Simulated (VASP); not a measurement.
Method: RPBE GGA, VASP's PBE PAW potentials (set 64) (plane waves; VASP).

The input files of a VASP run:

**INCAR**
```
! general
SYSTEM   =  AgCl
PREC     =  Accurate
ENCUT    =  520   ! plane-wave cut-off (eV)
LREAL    =  F   ! projection in real space or not
LASPH    =  T   ! aspherical one-centre terms

! electronic loop
EDIFF    =  1E-7   ! SCF stop (eV)
NELM     =  100   ! most electronic steps
ALGO     =  Normal
LMAXMIX  =  4   ! l cut-off of mixed one-centre charges

! smearing
ISMEAR   =  0
SIGMA    =  0.05

! functional
GGA      =  RP   ! RPBE

! ions
ISIF     =  2   ! forces and stress, cell fixed

! output
LWAVE    =  F
LCHARG   =  F
```

**POSCAR**
```
AgCl
1.0
  0.0000000000   2.9092461511   2.9092461511
  2.9092461511   0.0000000000   2.9092461511
  2.9092461511   2.9092461511   0.0000000000
Ag Cl
1 1
Cartesian
  0.0000000000   0.0000000000   0.0000000000
  2.9092461511   2.9092461511   2.9092461511
```

**KPOINTS**
```
kpoints
0
Gamma
8 8 8
0 0 0
```

POTCAR, in this order: Ag Cl (PBE.64 set). Program: vasp_std.

What VASP printed:

**OSZICAR**
```
       N       E                     dE             d eps       ncg     rms          rms(c)
DAV:   1     0.105745282406E+03    0.10575E+03   -0.86825E+03   762   0.123E+03
DAV:   2    -0.189125304405E+00   -0.10593E+03   -0.99634E+02   897   0.250E+02
DAV:   3    -0.491962641223E+01   -0.47305E+01   -0.47137E+01   874   0.562E+01
DAV:   4    -0.496168067873E+01   -0.42054E-01   -0.42047E-01   834   0.595E+00
DAV:   5    -0.496233152837E+01   -0.65085E-03   -0.65084E-03   884   0.759E-01    0.436E+00
DAV:   6    -0.473440229376E+01    0.22793E+00   -0.35511E-01   802   0.741E+00    0.301E+00
DAV:   7    -0.472930032144E+01    0.51020E-02   -0.11906E-01   774   0.290E+00    0.174E+00
DAV:   8    -0.473123514104E+01   -0.19348E-02   -0.92708E-03   789   0.123E+00    0.186E-01
DAV:   9    -0.473151682304E+01   -0.28168E-03   -0.12089E-03   814   0.526E-01    0.542E-02
DAV:  10    -0.473179506207E+01   -0.27824E-03   -0.44776E-04   764   0.206E-01    0.596E-02
DAV:  11    -0.473183527907E+01   -0.40217E-04   -0.52037E-05   799   0.569E-02    0.593E-03
DAV:  12    -0.473183702429E+01   -0.17452E-05   -0.21298E-06   859   0.148E-02    0.537E-03
DAV:  13    -0.473183819692E+01   -0.11726E-05   -0.29331E-06   774   0.138E-02    0.277E-03
DAV:  14    -0.473183807289E+01    0.12403E-06   -0.13570E-07   821   0.314E-03    0.371E-04
DAV:  15    -0.473183809685E+01   -0.23965E-07   -0.68783E-09   397   0.751E-04
   1 F= -.47318381E+01 E0= -.47318381E+01  d E =-.618757E-12
```

File OUTCAR:
```
------------------------ aborting loop because EDIFF is reached ----------------------------------------
  FORCE on cell =-STRESS in cart. coord.  units (eV):
  Direction    XX          YY          ZZ          XY          YZ          ZX
  --------------------------------------------------------------------------------------
  Total       -0.2532035     -0.2532035     -0.2532035     -0.0000000     -0.0000000     -0.0000000
  in kB       -8.2377541     -8.2377541     -8.2377541     -0.0000000     -0.0000000     -0.0000000
  external PRESSURE =      -8.2377541 kB  Pullay stress =       0.0000000 kB
  volume of cell :       49.25
      direct lattice vectors                 reciprocal lattice vectors
     0.000000000  2.909246151  2.909246151    -0.171865828  0.171865828  0.171865828
     2.909246151  0.000000000  2.909246151     0.171865828 -0.171865828  0.171865828
     2.909246151  2.909246151  0.000000000     0.171865828  0.171865828 -0.171865828
  FREE ENERGIE OF THE ION-ELECTRON SYSTEM (eV)
  ---------------------------------------------------
  free  energy   TOTEN  =        -4.7318380969 eV

  energy  without entropy=       -4.7318380969  energy(sigma->0) =       -4.73183810
```
(Selected blocks of OUTCAR.)

The compound is AgCl in the rock salt structure. This cell is one point of a volume scan, at 1.03 of the reference volume.
